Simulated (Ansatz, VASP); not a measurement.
**VIBr (1T-VBrI monolayer): VASP beside Ansatz**

One calculation is typed for both programs; each brings its own data sets. How far apart do they land? Of the first pair: The structure shown is the start of the Ansatz relaxation below; VASP solves that cell, so the two are compared at the walk's first step.

Main program and level: Ansatz 0.2.0; plane waves, with VASP 6.6.1 beside it; single point at PBE with D3(BJ).

### 1. The structure

The cell holds 3 atoms: 1 I, 1 V and 1 Br. Cell: a = 3.908 Å, b = 3.908 Å, c = 37.398 Å, α = 90.0°, β = 90.0°, γ = 120.0°. Vacuum lies along c.

### 2. Ansatz: relaxation, PBE with D3(BJ)

Ansatz runs on its default PAW (the set named soft_2) files.

The two programs are compared at the cell with which this relaxation starts, whose forces are those of its first step.

input.yaml reads:

```yaml
crystal:
  lattice:
    - [3.9076655, 0.0, 0.0]
    - [-1.95383275, 3.3841375925, 0.0]
    - [0.0, 0.0, 37.3978810867]
  atoms:
    - { symbol: I, position: [0.6666666667, 0.3333333333, 0.4572451568] }
    - { symbol: V, position: [0.0, 0.0, 0.5043983402], spin: 1.0 }
    - { symbol: Br, position: [0.3333333333, 0.6666666667, 0.5427548432] }
  periodic: [true, true, false]
magnetization:
  spin_polarized: true
kpoints:
  mp_grid: { grid: [12, 12, 1] }
hamiltonian:
  xc: pbe
  dispersion: d3bj
scf:
  occupations: { method: fermi_dirac, width: 0.05 }
  convergence: { dr2_threshold: 1.0e-09 }
relax:
  f_tol: 0.004
  max_steps: 90
  cell: {}
output:
  write_potential: true
  write_density: true
  volumetric_format: npy
```

Command:

```console
ansatz run input.yaml --threads 2 --pin off --max-ram 3072MiB --backend cpu --events-out ev --progress --plain --runs-dir out
```

Numbers of over 12 decimals in the logs are rounded to 6 here.

Log:

```text
Warning: relax.cell: scf.convergence.dr2_threshold = 1e-9 eV is looser than the 1.72231598699e-10 eV advised for a relaxation that steers and ends on the stress (1e-10 eV for each atom of the cell: 3, times the square of relax.cell.stress_2d_tol = 0.05 N/m over 13.2 Å (the atoms' height at the walk's start and 5 Å past either face), 3.788e-2 GPa, over a crystal's default 0.05). What an SCF threshold leaves in a stress goes as its square root, and in the free energy as the threshold itself, and one threshold admits the most on a small cell: [figures from the program's tests cut] Set scf.convergence.dr2_threshold to 1.72231598699e-10 eV or tighter. [rest of the remark cut]
Engine: ansatz 0.2.0, x86_64-unknown-linux-gnu
Pseudopotentials: kind: paw
Pseudopotential: I, paw, valence charge 17, recommended cutoff 420 eV (normal), I.paw.azcp
Pseudopotential: V, paw, valence charge 13, recommended cutoff 420 eV (normal), V.paw.azcp
Pseudopotential: Br, paw, valence charge 7, recommended cutoff 420 eV (normal), Br.paw.azcp
Functional definition: PBE
  parameter kappa = 0.804
  parameter beta = 0.066725
  exchange = pbe_x(kappa = kappa, mu = beta*pi^2/3)
  correlation = pbe_c(beta = beta)
Crystal: 3 atoms, lattice volume = 494.552 Å³
Basis set: ecut = 420 eV, 9797 PW (Γ), exchange–correlation on 54×54×500 points (8 copies of the dense FFT grid, shifted against one another)
Bands: 23, of which v1, the nominal top of the filled ones, is band 19 counted from 1 (18 counted from 0)
Symmetry: 6 space group operations
Space group: P3m1 (ITA 156), of the structure as read, at distance tolerance 7.9e-5 Å
Magnetic group: BNS 156.49 (UNI 1279), of the structure as read, at distance tolerance 7.9e-5 Å
k-points: 19 of 144 (time reversal used)
Non-local potential: I, projectors of the file, l = 0: 2, l = 1: 2, l = 2: 2, l = 3: 2
Non-local potential: V, projectors of the file, l = 0: 3, l = 1: 2, l = 2: 3, l = 3: 1
Non-local potential: Br, projectors of the file, l = 0: 2, l = 1: 2, l = 2: 2
PAW form: soft (Blöchl's): semilocal exchange-correlation on the pseudo side does not see the compensation charge
PAW one-centre angular grid: I, 590 points (default); XC on 64 Gauss nodes
PAW one-centre angular grid: V, 590 points (default); XC on 64 Gauss nodes
PAW one-centre angular grid: Br, 110 points (default); XC on 64 Gauss nodes
Initial density: superposition of atomic densities (neutral atoms: chi_scale 0, normalization atom)
Starting moments: Σ|m| = 1 μB on 1 of 3 sites
Initial wavefunctions: pseudopotential atomic-orbital guess
Functional: x = pbe(κ = 0.804, μ = 0.219515), c = pbe(β = 0.066725)
iter 1 solved again at ethr=2.07e-3 eV; its pass at ethr=3.10e-3 eV (dr2=7.67e-1 eV) is discarded
SCF iter   1: F=—  HF=-13209.536329 eV  |F-HF|=—  |Δ(HF+E_count)|=         —  Δρ=1.07e-2 (↑1.07e-2 ↓4.66e-3)  dr2=7.83e-1  dr2_m=1.41e-1  M=1.345 μB ∫|m|=1.353 μB  β_m=0.30  ethr=2.07e-3  ⟨swp⟩=1.1  Hψ=8377  notcnv=0
Mixer restart at iter 1: flushing history
preconditioner: auto → LDOS  [metal: Δε(μ)=0.028 eV  Ē_g=6.356 eV  σ=0.050 eV  W_gap=0.14  n_scr=20 (ndim 8)  ℏωp=6.9 eV  f_vac=0.803  D(μ)=7.28/eV (n_scr^D=18)]
spin=Collinear: LDOS preconditioning applied to the charge; magnetization (m = ρ↑ − ρ↓) channel mixes plain (no charge-response kernel on spin).
SCF iter   2: F=—  HF=-13209.844044 eV  |F-HF|=—  |Δ(HF+E_count)|=   3.08e-1  Δρ=8.64e-3 (↑8.64e-3 ↓4.83e-3)  dr2=2.42e-1  dr2_m=1.46e-1  M=1.522 μB ∫|m|=1.529 μB  β_m=0.65  ethr=2.07e-3  ⟨swp⟩=3.3  Hψ=1201  notcnv=0
SCF iter   3: F=—  HF=-13211.450441 eV  |F-HF|=—  |Δ(HF+E_count)|=         —  Δρ=1.69e-2 (↑1.69e-2 ↓1.59e-2)  dr2=4.77e-2  dr2_m=1.21e0  M=3.000 μB ∫|m|=3.056 μB  β_m=1.00  ethr=6.54e-4  ⟨swp⟩=4.4  Hψ=2150  notcnv=0  κ⁻¹=1.0e0(r=1)
SCF iter   4: F=—  HF=-13211.140317 eV  |F-HF|=—  |Δ(HF+E_count)|=   3.10e-1  Δρ=2.32e-3 (↑1.42e-3 ↓2.32e-3)  dr2=5.49e-2  dr2_m=3.37e-3  M=3.000 μB ∫|m|=3.129 μB  β_m=0.65  ethr=1.35e-4  ⟨swp⟩=4.4  Hψ=2460  notcnv=0  defer=15
SCF iter   5: F=—  HF=-13211.131810 eV  |F-HF|=—  |Δ(HF+E_count)|=   8.51e-3  Δρ=2.51e-3 (↑2.51e-3 ↓9.49e-4)  dr2=1.52e-2  dr2_m=1.28e-2  M=3.000 μB ∫|m|=3.172 μB  β_m=0.57  ethr=1.35e-4  ⟨swp⟩=3.7  Hψ=2025  notcnv=0  defer=15
SCF iter   6: F=—  HF=-13211.129387 eV  |F-HF|=—  |Δ(HF+E_count)|=   2.42e-3  Δρ=9.77e-4 (↑9.77e-4 ↓4.02e-4)  dr2=4.63e-3  dr2_m=2.04e-3  M=3.000 μB ∫|m|=3.173 μB  β_m=0.67  ethr=4.11e-5  ⟨swp⟩=3.6  Hψ=2073  notcnv=0  defer=15
[...]
preconditioner: auto → Resta (q_TF=auto, 1.769 Å⁻¹)  ε∞=1.8  [insulator: Δε(μ)=1.250 eV  Ē_g=8.259 eV  σ=0.050 eV  W_gap=1.00  n_scr=20 (ndim 8)  ℏωp=7.3 eV  f_vac=0.811  D(μ)=0.00/eV (n_scr^D=0)  ε∞_Penn≈1.8  vacuum switching on, ρ_ref=4.9e-3 e/Å³]
spin=Collinear: Resta preconditioning applied to the charge; magnetization (m = ρ↑ − ρ↓) channel mixes plain (no charge-response kernel on spin).
SCF iter   2: F=—  HF=-13211.164960 eV  |F-HF|=—  |Δ(HF+E_count)|=   1.64e-3  Δρ=9.74e-6 (↑9.74e-6 ↓9.53e-6)  dr2=4.31e-8  dr2_m=2.64e-9  M=3.000 μB ∫|m|=3.181 μB  β_m=0.63  ethr=8.57e-10  ⟨swp⟩=4.9  Hψ=2680  notcnv=0
SCF iter   3: F=—  HF=-13211.165457 eV  |F-HF|=—  |Δ(HF+E_count)|=   4.97e-4  Δρ=1.06e-6 (↑1.06e-6 ↓7.64e-7)  dr2=3.28e-9  dr2_m=5.13e-10  M=3.000 μB ∫|m|=3.181 μB  β_m=0.59  ethr=1.16e-10  ⟨swp⟩=3.9  Hψ=1915  notcnv=0
iter 4 met the thresholds in force, and the SCF goes on: an eigenvalue changes by 0.41 meV, over its tolerance of 0.06 meV (output.eigenvalues, Limitations)
SCF iter   4: F=-13211.165471 eV  HF=-13211.165470 eV  |F-HF|=1.08e-6  |Δ(HF+E_count)|=   1.31e-5  Δρ=1.68e-7 (↑1.68e-7 ↓1.56e-7)  dr2=4.64e-10  dr2_m=8.84e-12  M=3.000 μB ∫|m|=3.181 μB  β_m=0.61  ethr=2.70e-12  ⟨swp⟩=15.4  Hψ=7467  notcnv=0
iter 5 met the thresholds in force, and the SCF goes on: an eigenvalue changes by 0.17 meV, over its tolerance of 0.05 meV (output.eigenvalues, Limitations)
SCF iter   5: F=-13211.165471 eV  HF=-13211.165471 eV  |F-HF|=6.65e-8  |Δ(HF+E_count)|=   1.01e-6  Δρ=4.91e-8 (↑4.91e-8 ↓4.68e-8)  dr2=1.42e-10  dr2_m=2.38e-12  M=3.000 μB ∫|m|=3.181 μB  β_m=1.00  ethr=1.25e-12  ⟨swp⟩=7.9  Hψ=5376  notcnv=0
Mixer restart at iter 5: flushing history
SCF iter   6: F=-13211.165471 eV  HF=-13211.165471 eV  |F-HF|=1.83e-9  |Δ(HF+E_count)|=   6.70e-8  Δρ=1.06e-7 (↑1.06e-7 ↓7.98e-8)  dr2=1.85e-9  dr2_m=2.63e-12  M=3.000 μB ∫|m|=3.181 μB  β_m=1.00  ethr=1.00e-12  ⟨swp⟩=3.1  Hψ=1681  notcnv=0  κ⁻¹=1.0e0(r=1)
SCF iter   7: F=-13211.165471 eV  HF=-13211.165471 eV  |F-HF|=1.27e-11  |Δ(HF+E_count)|=  2.87e-10  Δρ=1.33e-8 (↑1.33e-8 ↓1.15e-8)  dr2=1.54e-11  dr2_m=5.15e-14  M=3.000 μB ∫|m|=3.181 μB  ethr=1.00e-12  ⟨swp⟩=8.5  Hψ=5663  notcnv=0
SCF 7 converged in 7 iterations: F = -13211.165471 eV  dr2 = 1.54e-11
relax step   7: F+E_penalty+E_count = -13211.16547093 eV  Δ(F+E_penalty+E_count) = -6.421e-5 eV  max|allowed force component| = 4.924e-4 eV/Å  Δτ_max = 0.0000 Å  P = +0.008 N/m  Ω = 497.198 Å³  fix = [c, alpha, beta]  reactions: c +0.000 N/m  stress off target by 7.79e-3 N/m on what of the cell is left free  SCF on the basis re-selected at this cell (its energy is not comparable with the rows above)  (7 SCF iters)
basis re-selected at this cell: Δ(F+E_penalty+E_count) = -6.421e-5 eV, ΔP = +0.000 N/m vs the last step (what re-selecting the basis moved, of the pressure what is left beyond the Pulay correction that the steps carried, after the strain that the cell walked since its last selection, with what the two solves' SCF thresholds leave and, on support functions, any second-order correction that the steps lacked; it is no m [...]
WARN: The output density's exchange-correlation potential varies sharply where the density is thin. Do not read a vacuum level from v_tot or v_xc, or from such a field of the output density. On a cell that repeats whose density bears no net charge and no dipole along the vacuum's axis use v_es (v_loc + v_h of the components); under efield.dipole_correction with no amplitude use v_es + v_field, which holds any externa [...]
SCF converged after 7 iterations
an eigenvalue changed by more than its tolerance at an iteration that met the thresholds in force, so the SCF went on 2 times, its first undamped step at iteration 5: the last check found none over its tolerance
Magnetization: 3.0000 μB (20.0000 up, 17.0000 down)
Absolute magnetization: 3.1824 μB (∫|ρ↑−ρ↓|, with the PAW one-centre terms)
Spin contamination: 0.0223 ħ² per cell (⟨S²⟩ above its minimum at these occupations)
Per-site moments (μB) at R_I (Å): [(-0.031944, 1.152900), (2.550921, 1.097502), (-0.014550, 1.097502)]
Free energy (F): -13211.165471 eV
Harris-Foulkes:  -13211.165471 eV  (|F-HF|=1.27e-11)
Internal energy: -13211.165469 eV  (E = F + TS)
E sigma→0 (E₀):  -13211.165470 eV
Entropy (-TS):   -0.000002 eV (-0.001 meV/atom)
Fermi energy:    -3.834607 eV
--- Per-component energies (eV) ---
  E_band       = -1079.049518
  E_kinetic    = 656.972495
  E_local      = -76868.460706  (includes V_loc(G=0)·N_el)
  E_nonlocal   = -58.620549
  E_hartree    = 38109.716965
  E_xc         = -521.022790
  E_vxc        = -394.853418  (∫ρ·V_xc dr)
  E_paw        = -8180.880235  (= ΣΔE_a)
  E_vpaw       = -633.521467  (= ΣTr[D̂ρ^β])
  E_aug_tail   = 0.000269  (compensation charges beyond the density's cutoff)
  E_ewald      = 33651.882997
  E_disp       = -0.753915  (pairwise vdW)
  E_smearing   = -0.000002  (= −TS)
  E_closure    = -0.000000  (closes the sum)
  Σ components = -13211.165471   (vs F -13211.165471, Δ=0.00e0)
--- Forces (eV/Å), atoms counted from 1 ---
  atom   1  I      0.00000000     0.00000000    -0.00049252
  atom   2  V      0.00000000    -0.00000000     0.00032660
  atom   3  Br     0.00000000    -0.00000000     0.00016551
  max |Σ_I F_I| component: 4.11e-7 eV/Å
--- 2D stress c σ (N/m, compression-positive) ---
        0.007793       0.000000      -0.000000
        0.000000       0.007793      -0.000000
       -0.000000      -0.000000       0.000000
  P = ½ c Tr σ = 0.0078 N/m
--- Band table (eV; the first three rows and the last of 38) ---
  k-point 0 ↑: bands = [... 15 lower, -6.4247, -6.4247, -5.0649, -5.0649, -4.8147, -2.7683, -2.7683, -1.7078]
  k-point 1 ↑: bands = [... 15 lower, -6.8007, -6.5503, -5.0401, -4.9706, -4.7232, -2.9708, -2.8011, -1.4593]
  k-point 2 ↑: bands = [... 15 lower, -7.1110, -6.8207, -5.0837, -4.7958, -4.5722, -3.2165, -2.8575, -0.9024]
  k-point 18 ↓: bands = [... 15 lower, -7.9434, -7.6395, -2.1576, -1.9978, -1.9877, -1.8045, -1.5187, 0.7951]
  the weakly bound empty levels are not read free of the cell's end (no_gap_told)
--- Relaxed structure (6 steps of the walk, 6 accepted, 1 SCFs on fresh bases) ---
  F+E_penalty+E_count = -13211.16547093 eV   max|allowed force component| = 4.924e-4 eV/Å   (the final SCF, on the basis selected at the relaxed cell)
  cell:  # Å, volume = 497.1982 Å³
    - [3.918104, 0, 0]
    - [-1.959052, 3.393178, 0]
    - [0, 0, 37.3978810867]
  atoms:
    - { symbol: I, position: [0.666667, 0.333333, 0.459721] }
    - { symbol: V, position: [-1.3910308070468896e-18, 0, 0.503613] }
    - { symbol: Br, position: [0.333333, 0.666667, 0.541064] }
```

(Part 1 of 2 ends here.)

[Lines on the potential files, build, host, timing and source positions are cut from VASP's logs without a mark.]

[Logs are printed without paths, hosts, clocks, repeated set-up lines and the standing remarks that a program may print on its own settings, such as how far it seeks lower states.]

[Hosts, paths, dates, database ids (printed as entryN), source tags and the programs' standing remarks are cut or masked in the printed files.]
